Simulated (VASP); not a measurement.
Level of theory: r2SCAN meta-GGA, VASP's PBE PAW potentials (set 64) (plane waves; VASP).

Input for VASP

### KPOINTS_OPT
```
k-points along high-symmetry lines
10
Line-mode
Reciprocal
  0.000000   0.000000   0.000000 ! GAMMA
  0.500000   0.000000   0.500000 ! X

  0.500000   0.000000   0.500000 ! X
  0.625000   0.250000   0.625000 ! U

  0.375000   0.375000   0.750000 ! K
  0.000000   0.000000   0.000000 ! GAMMA

  0.000000   0.000000   0.000000 ! GAMMA
  0.500000   0.500000   0.500000 ! L

  0.500000   0.500000   0.500000 ! L
  0.500000   0.250000   0.750000 ! W

  0.500000   0.250000   0.750000 ! W
  0.500000   0.000000   0.500000 ! X
```

**INCAR**
```
NEDOS = 601
METAGGA = R2SCAN
EDIFF = 1E-7   # SCF stop (eV)
LASPH = T   # aspherical one-centre terms
PREC = Accurate
ENCUT = 520   # plane-wave cut-off (eV)
LMIXTAU = T
LCHARG = F
ALGO = Normal   # blocked Davidson
LMAXMIX = 4
NELM = 100   # most electronic steps
LWAVE = F
LREAL = F
ISIF = 2   # forces and stress, cell fixed
LORBIT = 11
ISMEAR = -5
SYSTEM = Ge
```

**POSCAR**
```
Ge
1
    0.0000000000     2.8362645094     2.8362645094
    2.8362645094     0.0000000000     2.8362645094
    2.8362645094     2.8362645094     0.0000000000
Ge
2
Direct
  0.0000000000   0.0000000000   0.0000000000
  0.2500000000   0.2500000000   0.2500000000
```

### KPOINTS
```
K-points
0
G
  9 9 9
0 0 0
```

POTCAR, in this order: Ge_d (PBE.64 set). Program: vasp_std.

What VASP printed:

OSZICAR:
```
       N       E                     dE             d eps       ncg     rms          rms(c)
DAV:   1     0.145968832489E+03    0.14597E+03   -0.15901E+04  1276   0.432E+03
DAV:   2    -0.864902496674E+01   -0.15462E+03   -0.15259E+03  1260   0.564E+02
DAV:   3    -0.297479520269E+02   -0.21099E+02   -0.20956E+02  1364   0.151E+02
DAV:   4    -0.304224188038E+02   -0.67447E+00   -0.67268E+00  1456   0.312E+01
DAV:   5    -0.304344325494E+02   -0.12014E-01   -0.12013E-01  1394   0.428E+00    0.334E+00
DAV:   6    -0.277433825093E+02    0.26911E+01   -0.37847E-01  1540   0.119E+01    0.195E+00
DAV:   7    -0.279894452842E+02   -0.24606E+00   -0.38179E-01  1588   0.939E+00    0.344E-01
DAV:   8    -0.277455302151E+02    0.24392E+00   -0.13049E-01  1386   0.540E+00    0.125E-01
DAV:   9    -0.277386389141E+02    0.68913E-02   -0.69515E-03  1276   0.934E-01    0.107E-01
DAV:  10    -0.276634123194E+02    0.75227E-01   -0.43823E-02  1272   0.234E+00    0.796E-02
DAV:  11    -0.277400980754E+02   -0.76686E-01   -0.31793E-02  1260   0.119E+00    0.265E-02
DAV:  12    -0.277401642241E+02   -0.66149E-04   -0.30758E-04  1344   0.191E-01    0.185E-02
DAV:  13    -0.277402841696E+02   -0.11995E-03   -0.16990E-04  1550   0.164E-01    0.293E-03
DAV:  14    -0.277402801871E+02    0.39825E-05   -0.62187E-06  1300   0.274E-02    0.314E-03
DAV:  15    -0.277402997813E+02   -0.19594E-04   -0.34020E-06  1274   0.241E-02    0.155E-03
DAV:  16    -0.277403019877E+02   -0.22064E-05   -0.82355E-07   986   0.890E-03    0.919E-04
DAV:  17    -0.277403039084E+02   -0.19207E-05   -0.15061E-07  1040   0.400E-03    0.602E-04
DAV:  18    -0.277403036350E+02    0.27338E-06   -0.17213E-07   978   0.429E-03    0.206E-04
DAV:  19    -0.277403039002E+02   -0.26511E-06   -0.87957E-09   648   0.146E-03    0.991E-05
DAV:  20    -0.277403038105E+02    0.89673E-07   -0.19155E-09   630   0.754E-04
   1 F= -.27740304E+02 E0= -.27740304E+02  d E =0.000000E+00
       N       E                     dE             ncg
       N       E                     dE             ncg
```

### OUTCAR
```
------------------------ aborting loop because EDIFF is reached ----------------------------------------
  FORCE on cell =-STRESS in cart. coord.  units (eV):
  Direction    XX          YY          ZZ          XY          YZ          ZX
  --------------------------------------------------------------------------------------
  Total        0.0281115      0.0281115      0.0281115      0.0000000      0.0000000     -0.0000000
  in kB        0.9870149      0.9870149      0.9870149      0.0000000      0.0000000     -0.0000000
  external PRESSURE =       0.9870149 kB  Pullay stress =       0.0000000 kB
  volume of cell :       45.63
      direct lattice vectors                 reciprocal lattice vectors
     0.000000000  2.836264509  2.836264509    -0.176288212  0.176288212  0.176288212
     2.836264509  0.000000000  2.836264509     0.176288212 -0.176288212  0.176288212
     2.836264509  2.836264509  0.000000000     0.176288212  0.176288212 -0.176288212
 POSITION                                       TOTAL-FORCE (eV/Angst)
 -----------------------------------------------------------------------------------
      0.00000      0.00000      0.00000         0.000000      0.000000      0.000000
      1.41813      1.41813      1.41813        -0.000000     -0.000000     -0.000000
 -----------------------------------------------------------------------------------
    total drift:                                0.000000      0.000000      0.000000
  FREE ENERGIE OF THE ION-ELECTRON SYSTEM (eV)
  ---------------------------------------------------
  free  energy   TOTEN  =       -27.7403038105 eV

  energy  without entropy=      -27.7403038105  energy(sigma->0) =      -27.74030381

 total charge

# of ion       s       p       d       tot
------------------------------------------
    1        1.103   1.285  10.022  12.410
    2        1.103   1.285  10.022  12.410
--------------------------------------------------
tot          2.206   2.570  20.043  24.819
```
(Selected blocks of OUTCAR.)

OUTCAR:
```
 val. band max:        4.7254143587   @ k =   0.0000   0.0000   0.0000

 cond. band min:       5.0543014103   @ k =   0.0000   0.0000   0.0000


 Fermi energy:         4.7338815630

 k-point     1 :       0.0000    0.0000    0.0000
  band No.  band energies     occupation
      1     -20.7586      2.00000
      2     -20.7586      2.00000
      3     -20.7586      2.00000
      4     -20.7198      2.00000
      5     -20.7198      2.00000
      6     -20.5065      2.00000
      7     -20.5065      2.00000
      8     -20.5065      2.00000
      9     -20.4874      2.00000
     10     -20.4874      2.00000
     11      -8.5178      2.00000
     12       4.7253      2.00000
     13       4.7254      2.00000
     14       4.7254      2.00000
     15       5.0543      0.00000
     16       7.4355      0.00000
     17       7.4356      0.00000
     18       7.4356      0.00000

 k-point     2 :       0.1111    0.0000    0.0000
  band No.  band energies     occupation
      1     -20.7655      2.00000
      2     -20.7654      2.00000
      3     -20.7566      2.00000
      4     -20.7102      2.00000
      5     -20.7102      2.00000
      6     -20.5151      2.00000
      7     -20.5151      2.00000
      8     -20.5089      2.00000
      9     -20.4803      2.00000
     10     -20.4803      2.00000
     11      -8.3609      2.00000
     12       2.6604      2.00000
     13       4.4383      2.00000
     14       4.4384      2.00000
     15       5.9919      0.00000
     16       7.8207      0.00000
     17       7.8208      0.00000
     18       8.2596      0.00000

 k-point     3 :       0.2222    0.0000    0.0000
  band No.  band energies     occupation
      1     -20.7752      2.00000
      2     -20.7752      2.00000
      3     -20.7514      2.00000
      4     -20.6940      2.00000
      5     -20.6940      2.00000
      6     -20.5271      2.00000
      7     -20.5271      2.00000
      8     -20.5150      2.00000
      9     -20.4715      2.00000
...
```

The compound is Ge in the diamond structure. It was relaxed first.
